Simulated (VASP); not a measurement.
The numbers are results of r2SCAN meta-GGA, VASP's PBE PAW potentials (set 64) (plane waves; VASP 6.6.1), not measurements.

VASP input:

**KPOINTS**
```
Automatic mesh
0
Gamma
8 8 8
0 0 0
```

**POSCAR**
```
Ni3Al
1
    3.4746120705     0.0000000000     0.0000000000
    0.0000000000     3.4746120705     0.0000000000
   -0.0000000000    -0.0000000000     3.4746120705
Al Ni
1 3
Direct
  0.0000000000   0.0000000000   0.0000000000
  0.0000000000   0.5000000000   0.5000000000
  0.5000000000   0.0000000000   0.5000000000
  0.5000000000   0.5000000000   0.0000000000
```

INCAR:
```
! general
SYSTEM  = Ni3Al
PREC    = Accurate
ENCUT   = 480
LREAL   = .FALSE.
LASPH   = .TRUE.

! electronic loop
EDIFF   = 1E-7
NELM    = 100
ALGO    = Normal
LMAXMIX = 4
LMIXTAU = .TRUE.

! smearing
ISMEAR  = 1
SIGMA   = 0.1

! functional
METAGGA = R2SCAN

! spin
ISPIN   = 2
MAGMOM  = -0.0 0.3 0.3 0.3

! ions
IBRION  = 2
NSW     = 40
ISIF    = 3
EDIFFG  = -0.01
PSTRESS = 100

! output
LWAVE   = .FALSE.
LCHARG  = .FALSE.
LORBIT  = 10
```

POTCAR, in this order: Al Ni (PBE.64 set). Program: vasp_std.

The run wrote:

### OSZICAR
```
       N       E                     dE             d eps       ncg     rms          rms(c)
DAV:   1     0.170094934011E+03    0.17009E+03   -0.14557E+04  2816   0.208E+03
DAV:   2    -0.413963752873E+02   -0.21149E+03   -0.20445E+03  2800   0.376E+02
DAV:   3    -0.521143974872E+02   -0.10718E+02   -0.99467E+01  2972   0.115E+02
DAV:   4    -0.523333066314E+02   -0.21891E+00   -0.21739E+00  3200   0.152E+01
DAV:   5    -0.523409594178E+02   -0.76528E-02   -0.76480E-02  3544   0.260E+00    0.210E+01
DAV:   6    -0.495979147594E+02    0.27430E+01   -0.84487E+01  2960   0.159E+02    0.218E+01
DAV:   7    -0.442076630138E+02    0.53903E+01   -0.21687E+01  3064   0.793E+01    0.298E+00
DAV:   8    -0.442687835532E+02   -0.61121E-01   -0.70276E-01  3192   0.100E+01    0.291E+00
DAV:   9    -0.442355391665E+02    0.33244E-01   -0.25011E-01  3076   0.806E+00    0.104E+00
DAV:  10    -0.442423590012E+02   -0.68198E-02   -0.25742E-02  3456   0.207E+00    0.504E-01
DAV:  11    -0.442425667959E+02   -0.20779E-03   -0.48223E-03  3428   0.126E+00    0.350E-01
DAV:  12    -0.442430231454E+02   -0.45635E-03   -0.16819E-03  3380   0.603E-01    0.957E-02
DAV:  13    -0.442431117367E+02   -0.88591E-04   -0.15516E-04  3300   0.192E-01    0.362E-02
DAV:  14    -0.442431208976E+02   -0.91609E-05   -0.23109E-05  3300   0.569E-02    0.151E-02
DAV:  15    -0.442431182745E+02    0.26231E-05   -0.52779E-06  3224   0.253E-02    0.579E-03
DAV:  16    -0.442431183389E+02   -0.64434E-07   -0.12800E-06  3120   0.145E-02    0.263E-03
DAV:  17    -0.442431178684E+02    0.47055E-06   -0.13755E-07  1988   0.505E-03    0.209E-03
DAV:  18    -0.442431172528E+02    0.61554E-06   -0.27837E-08  1608   0.249E-03    0.603E-04
DAV:  19    -0.442431172482E+02    0.46834E-08   -0.69362E-09  1544   0.830E-04
   1 F= -.41624884E+02 E0= -.41625175E+02  d E =-.416249E+02  mag=     0.8264
       N       E                     dE             d eps       ncg     rms          rms(c)
DAV:   1    -0.442406310500E+02    0.24862E-02   -0.17894E-02  2820   0.220E+00    0.352E-01
DAV:   2    -0.442403879956E+02    0.24305E-03   -0.21748E-02  3072   0.248E+00    0.288E-01
DAV:   3    -0.442390975433E+02    0.12905E-02   -0.58797E-03  3028   0.134E+00    0.479E-02
DAV:   4    -0.442390753831E+02    0.22160E-04   -0.12440E-04  2872   0.110E-01    0.298E-02
DAV:   5    -0.442390721165E+02    0.32666E-05   -0.57622E-06  3628   0.298E-02    0.890E-03
DAV:   6    -0.442390703501E+02    0.17664E-05   -0.25548E-06  3312   0.232E-02    0.307E-03
DAV:   7    -0.442390691005E+02    0.12496E-05   -0.33797E-07  2544   0.783E-03    0.179E-03
DAV:   8    -0.442390683748E+02    0.72573E-06   -0.51284E-08  1504   0.349E-03    0.527E-04
DAV:   9    -0.442390682748E+02    0.10000E-06   -0.10185E-08  1464   0.108E-03    0.242E-04
DAV:  10    -0.442390682741E+02    0.66802E-09   -0.32081E-09  1448   0.709E-04
   2 F= -.41624871E+02 E0= -.41625166E+02  d E =0.130376E-04  mag=     0.8262
       N       E                     dE             d eps       ncg     rms          rms(c)
DAV:   1    -0.442419866814E+02   -0.29184E-02   -0.61323E-03  2820   0.129E+00    0.204E-01
DAV:   2    -0.442418956851E+02    0.90996E-04   -0.72210E-03  3072   0.143E+00    0.165E-01
DAV:   3    -0.442414657300E+02    0.42996E-03   -0.19579E-03  3024   0.775E-01    0.287E-02
DAV:   4    -0.442414554626E+02    0.10267E-04   -0.38236E-05  2868   0.624E-02    0.159E-02
DAV:   5    -0.442414540508E+02    0.14118E-05   -0.18415E-06  3536   0.168E-02    0.462E-03
DAV:   6    -0.442414547744E+02   -0.72362E-06   -0.62077E-07  2808   0.112E-02    0.175E-03
DAV:   7    -0.442414556939E+02   -0.91945E-06   -0.11824E-07  1696   0.483E-03    0.925E-04
DAV:   8    -0.442414560576E+02   -0.36372E-06   -0.17822E-08  1460   0.184E-03    0.271E-04
DAV:   9    -0.442414561215E+02   -0.63868E-07   -0.49312E-09  1452   0.745E-04
   3 F= -.41624897E+02 E0= -.41625190E+02  d E =-.131931E-04  mag=     0.8263
```

OUTCAR:
```
------------------------ aborting loop because EDIFF is reached ----------------------------------------
  FORCE on cell =-STRESS in cart. coord.  units (eV):
  Direction    XX          YY          ZZ          XY          YZ          ZX
  --------------------------------------------------------------------------------------
  Total        2.6155020      2.6155020      2.6155020      0.0000000      0.0000000     -0.0000000
  in kB       99.9595948     99.9595948     99.9595948      0.0000000      0.0000000     -0.0000000
  external PRESSURE =      -0.0404052 kB  Pullay stress =     100.0000000 kB
  volume of cell :       41.92
      direct lattice vectors                 reciprocal lattice vectors
     3.473871259  0.000000000  0.000000000     0.287863287 -0.000000000 -0.000000000
     0.000000000  3.473871259 -0.000000000    -0.000000000  0.287863287  0.000000000
     0.000000000 -0.000000000  3.473871259    -0.000000000  0.000000000  0.287863287
 POSITION                                       TOTAL-FORCE (eV/Angst)
 -----------------------------------------------------------------------------------
      0.00000      0.00000      0.00000        -0.000000      0.000000      0.000000
      0.00000      1.73694      1.73694         0.000000     -0.000000      0.000000
      1.73694     -0.00000      1.73694        -0.000000     -0.000000      0.000000
      1.73694      1.73694      0.00000        -0.000000      0.000000      0.000000
 -----------------------------------------------------------------------------------
    total drift:                                0.000000      0.000000      0.000000
  FREE ENERGIE OF THE ION-ELECTRON SYSTEM (eV)
  ---------------------------------------------------
  free  energy   TOTEN  =       -44.2414561215 eV

  energy  without entropy=      -44.2423359656  energy(sigma->0) =      -44.24174940
  enthalpy is  TOTEN    =       -41.6248968547 eV   P V=        2.6165592668

 total charge

# of ion       s       p       d       tot
------------------------------------------
    1        0.419   0.436   0.000   0.855
    2        0.542   0.616   8.415   9.572
    3        0.542   0.616   8.415   9.572
    4        0.542   0.616   8.415   9.572
--------------------------------------------------
tot          2.045   2.283  25.244  29.572

 magnetization (x)

# of ion       s       p       d       tot
------------------------------------------
    1       -0.002  -0.016   0.000  -0.018
    2       -0.007  -0.028   0.343   0.308
    3       -0.007  -0.028   0.343   0.308
    4       -0.007  -0.028   0.343   0.308
--------------------------------------------------
tot         -0.024  -0.099   1.029   0.907

 reached required accuracy - stopping structural energy minimisation
```
(Selected blocks of OUTCAR.)

File CONTCAR:
```
Ni3Al
   1.00000000000000
     3.4738712590554583    0.0000000000000000    0.0000000000000000
     0.0000000000000000    3.4738712590554583   -0.0000000000000000
     0.0000000000000000   -0.0000000000000000    3.4738712590554583
  Al              Ni
     1     3
Direct
     0.0000000000000000    0.0000000000000000    0.0000000000000000
     0.0000000000000000    0.5000000000000000    0.5000000000000000
     0.5000000000000000    0.0000000000000000    0.5000000000000000
     0.5000000000000000    0.5000000000000000    0.0000000000000000
```

**OUTCAR**
```
 val. band max:       10.4177124052   @ k =   0.3750   0.2500   0.0000

 cond. band min:      10.4372942384   @ k =   0.5000   0.3750   0.2500


 Fermi energy:        10.4302920492

 spin component 1

 k-point     1 :       0.0000    0.0000    0.0000
  band No.  band energies     occupation
      1      -0.5585      1.00000
      2       5.3610      1.00000
      3       6.0827      1.00000
      4       6.0827      1.00000
      5       6.4454      1.00000
      6       6.4454      1.00000
      7       6.4454      1.00000
      8       8.6394      1.00000
      9       8.6394      1.00000
     10       8.6394      1.00000
     11       9.5506      1.00000
     12       9.5507      1.00000
     13       9.9137      1.00000
     14      10.0564      1.00000
     15      10.0564      1.00000
     16      10.0564      1.00000
     17      11.3145     -0.00000
     18      11.3145     -0.00000
     19      11.3145     -0.00000
     20      17.4893      0.00000

 k-point     2 :       0.1250    0.0000    0.0000
  band No.  band energies     occupation
      1      -0.3483      1.00000
      2       5.4264      1.00000
      3       5.9700      1.00000
      4       6.2159      1.00000
      5       6.4844      1.00000
      6       6.4844      1.00000
      7       6.4946      1.00000
      8       8.5303      1.00000
      9       8.5303      1.00000
     10       8.5851      1.00000
     11       9.4307      1.00000
     12       9.5526      1.00000
     13       9.6732      1.00000
     14       9.6732      1.00000
     15       9.8369      1.00000
     16      10.0566      1.00000
     17      10.5358     -0.02996
     18      11.9587     -0.00000
     19      11.9587     -0.00000
     20      17.4549      0.00000

 k-point     3 :       0.2500    0.0000    0.0000
  band No.  band energies     occupation
      1       0.2704      1.00000
      2       5.1969      1.00000
      3       5.8728      1.00000
...
```

The compound is Ni3Al in the L1_2 structure. This run relaxes it under an external pressure of 10 GPa. Symmetry was kept, so distortions that lower it aren't found.
